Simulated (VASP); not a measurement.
Crystal: Cu.

```
CELL_PARAMETERS angstrom
0.00000 1.81701 1.81701
1.81701 0.00000 1.81701
1.81701 1.81701 0.00000
ATOMIC_POSITIONS crystal
Cu 0.00000 0.00000 0.00000
```

Program: VASP 6.6.1. Alike in all runs: task single point; no spin polarisation; cell as given; smearing methfessel-paxton 0.1 eV.

Order these runs on this cell by their pressure, lowest first.
A. level PBE; potentials or basis VASP PAW PBE potentials, release 64 (Cu); k mesh 21 × 21 × 21; cutoff (eV) 600
B. level LDA; potentials or basis VASP PAW LDA potentials, release 64 (Cu); k mesh 21 × 21 × 21; cutoff (eV) 450
C. level PBE0; potentials or basis VASP PAW PBE potentials, release 64 (Cu); k mesh 11 × 11 × 11; cutoff (eV) 450; grid for exact exchange (PRECFOCK) Fast; exchange at q = 0 truncated
D. level r2SCAN; potentials or basis VASP PAW PBE potentials, release 64 (Cu); k mesh 21 × 21 × 21; cutoff (eV) 450

B (-14.3 GPa), D (-7.2 GPa), C (-1.8 GPa), A (0.0 GPa).

Caveats: the PAW data sets were made with another functional, which shifts forces and pressure a little (some runs).
